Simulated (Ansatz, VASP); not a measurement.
Two plane-wave programs on Li2Hg

```
Hg Li
1.0
     0.00000    3.19185    3.19185
     3.19185    0.00000    3.19185
     3.19185    3.19185    0.00000
Hg Li
1 2
Direct
  0.00000 0.00000 0.00000
  0.25000 0.25000 0.25000
  0.75000 0.75000 0.75000
```

Alike in both runs: task relaxation of cell and atoms; functional LDA; k mesh 10 × 10 × 10; occupations fermi-dirac, width 0.05 eV; no spin polarisation.

```csv
,VASP,Ansatz
version,VASP 6.6.1,Ansatz 0.2.0
potentials or method,"VASP PAW LDA potentials, release 64 (Hg, Li_sv)","PAW with Ansatz's default frozen-core files, scalar-relativistic"
plane-wave cutoff (eV),600,420
valence electrons in the cell,18,26
```

|  | VASP | Ansatz | Ansatz less VASP |
| --- | --- | --- | --- |
| relaxed volume (Å³/atom) | 20.09 | 20.09 | +0.003 |
| relaxed cell length with the largest relative difference (Å) | 4.401 | 4.401 | +0.0002 |
| energy change over the relaxation (meV/atom) | -9 | -9 | +0.2 |

The two sets of potentials don't hold the same shells in valence.

Caveats: the cutoff is under 1.25 times the usual one of these potentials, so pressure, stress and relaxed cells hold a basis-set (Pulay) error (VASP). The runs have no spin-orbit coupling, so splittings on Hg are missing.
